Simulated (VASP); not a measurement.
Consider the following.

```
InPd
1.0
    3.30892     0.00000     0.00000
    0.00000     3.30892     0.00000
    0.00000     0.00000     3.30892
In Pd
1 1
Direct
  0.50000   0.50000   0.50000
  0.00000   0.00000   0.00000
```

Calculation: PBE GGA, VASP's PBE PAW potentials (set 64) (plane waves; VASP 6.6.1). Numerical set-up: 520 eV cut-off, 10×10×10 Γ-centred mesh, first-order Methfessel-Paxton smearing of 0.10 eV, potentials In_d Pd.

Unless said otherwise, spin-orbit coupling is left out, though it shifts the bands of the heavy elements here.

**Question.** What does the run give for the energy per atom (σ→0), band gap (on the k-mesh) with the smallest direct gap where there is one?

**Answer.** 
The band gap (on the k-mesh) comes out as none (metal, semimetal or under 0.01 eV). The energy per atom (σ→0) comes out as -4.374 eV/atom.

The absolute energy has meaning only against runs of the same code, potentials and settings.

The compound is PdIn in the CsCl type structure. It was relaxed first, which changed the volume by +6 %. The start is the result of an earlier pass. The electron count is odd and the run is not spin-polarised, which forces a metal.
